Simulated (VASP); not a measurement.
An input for Quantum ESPRESSO's pw.x (written as the equivalent of a VASP run, and not itself run):

```
&CONTROL
  calculation = 'scf'
  pseudo_dir = './pseudo'
  outdir = './out'
  tprnfor = .true.
  tstress = .true.
/
&SYSTEM
  ibrav = 0
  nat = 2
  ntyp = 2
  ecutwfc = 82.3
  occupations = 'smearing'
  smearing = 'gaussian'
  degauss = 0.000735
  input_dft = 'pbe'
/
&ELECTRONS
  conv_thr = 7.3e-08
  electron_maxstep = 100
/
ATOMIC_SPECIES
  Te 127.600 Te.upf
  Pb 207.200 Pb.upf
CELL_PARAMETERS angstrom
     0.0000000    3.2960810    3.2960810
     3.2960810    0.0000000    3.2960810
     3.2960810    3.2960810    0.0000000
ATOMIC_POSITIONS crystal
  Te   0.0000000  0.0000000  0.0000000
  Pb   0.5000000  0.5000000  0.5000000
K_POINTS automatic
  9 9 9 0 0 0
```

Translate this input to VASP (INCAR, KPOINTS, POSCAR, choice of POTCAR).

This is not unique; one that fits is 
POSCAR:
```
TePb
3.2960810
  0.0000000000   1.0000000000   1.0000000000
  1.0000000000   0.0000000000   1.0000000000
  1.0000000000   1.0000000000   0.0000000000
Te Pb
1 1
Direct
  0.0000000000   0.0000000000   0.0000000000
  0.5000000000   0.5000000000   0.5000000000
```

### INCAR
```
SYSTEM = TePb
PREC = Accurate
ENCUT = 300
EDIFF = 1E-6
NELM = 100
ALGO = Normal
LREAL = .FALSE.
LASPH = .TRUE.
ISMEAR = 0
SIGMA = 0.01
GGA = PE
LMAXMIX = 4
LWAVE = .FALSE.
LCHARG = .FALSE.
ISIF = 2
```

KPOINTS:
```
kpoints
0
G
  9 9 9
```

POTCAR, in this order: Te Pb_d (PBE.64 set). Program: vasp_std.

What does not carry over: the potentials are each code's own (VASP's PAW set, PseudoDojo norm-conserving files in pw.x), so ENCUT and ecutwfc are chosen apart and not converted; conv_thr bounds pw.x's estimated SCF error, while EDIFF bounds the energy change between steps.

The structure comes from a computed database's TePb entry; how it stands against other phases isn't given here. The cell was not relaxed at this level.
